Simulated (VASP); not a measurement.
Runs of VASP 6.6.1 on Ru. The structure is cubic, space group Pm-3m (No. 221). The conventional cell has a = 2.528 Å, b = 2.528 Å, c = 2.528 Å, α = 90.00°, β = 90.00°, γ = 90.00°. Ru (site symmetry m-3m) is surrounded by 6 Ru at 2.53 Å. This isn't the form of Ru at room conditions, which is hcp.

```csv
task,cell,k mesh,cutoff (eV),gap on the mesh (eV),pressure (GPa)
single point,"Pm-3m, 16.16 Å³/atom",14 × 14 × 14,520,none,(a)
single point,"Pm-3m, 14.96 Å³/atom",13 × 13 × 13,520,none,0.9
relaxation of cell and atoms,relaxed,13 × 13 × 13,600,none,-0.1
single point,"Pm-3m, 14.96 Å³/atom",21 × 21 × 21,520,none,1.0
single point,"Pm-3m, 14.37 Å³/atom",14 × 14 × 14,520,none,13.1
```

Alike in all rows: level LDA; potentials or basis VASP PAW LDA potentials, release 64 (Ru_pv); no spin polarisation; smearing fermi-dirac 0.1 eV.

Question: Estimate the missing entries.

Answer: (a) -16.1.

Caveats: so large a pressure means that the cell lies far from this level's equilibrium, or that cutoff or potentials fall short (some runs).

A k mesh can miss the band edges, and the runs leave out spin-orbit coupling on Ru.

A gap of «none» marks a metal or a gap under the smearing width.
